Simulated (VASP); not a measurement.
Method: PBE GGA, VASP's PBE PAW potentials (set 64) (plane waves; VASP 6.6.1).

A VASP calculation is set up with these files.

File KPOINTS:
```
Automatic mesh
0
Gamma
5 5 5
0 0 0
```

### INCAR
```
! general
SYSTEM  = BaTiO3
PREC    = Accurate
ENCUT   = 520
LREAL   = .FALSE.   ! projection in real space or not
LASPH   = .TRUE.   ! aspherical one-centre terms

! electronic loop
EDIFF   = 1E-8   ! SCF stop (eV)
NELM    = 100
ALGO    = Normal
LMAXMIX = 4   ! l cut-off of mixed one-centre charges

! smearing
ISMEAR  = 0   ! Gaussian
SIGMA   = 0.05   ! width (eV)

! functional
GGA     = PE   ! PBE

! ions
IBRION  = 1   ! quasi-Newton
NSW     = 30
ISIF    = 2   ! forces and stress, cell fixed
EDIFFG  = -0.001   ! ionic stop

! output
LWAVE   = .FALSE.
LCHARG  = .FALSE.
```

File POSCAR:
```
BaTiO3
1.0
  4.0337536518   0.0000000000   0.0000000000
  0.0000000000   4.0337536518   0.0000000000
  0.0000000000   0.0000000000   4.0337536518
Ba Ti O
1 1 3
direct
  0.0000000000   0.0000000000   0.0000000000
  0.5000000000   0.5000000000   0.5000000000
  0.5000000000   0.0000000000   0.5000000000
  0.0000000000   0.5000000000   0.5000000000
  0.5000000000   0.5000000000   0.0000000000
```

POTCAR, in this order: Ba_sv Ti_sv O (PBE.64 set). Program: vasp_std.

Q: What will the output report for the number of irreducible k-points (NKPTS), largest plane-wave count, number of space-group operations, FFT grid (NGX, NGY, NGZ)?

A: 
```json
{
 "number of irreducible k-points (NKPTS)": "10",
 "largest_plane_wave_count": "1791",
 "number_of_space_group_operations": "48",
 "FFT grid (NGX, NGY, NGZ)": "30 × 30 × 30"
}
```

The compound is BaTiO3 in the cubic perovskite structure, the ideal cubic form; the compound distorts at low or room temperature. It was relaxed first. The start is the result of an earlier pass.
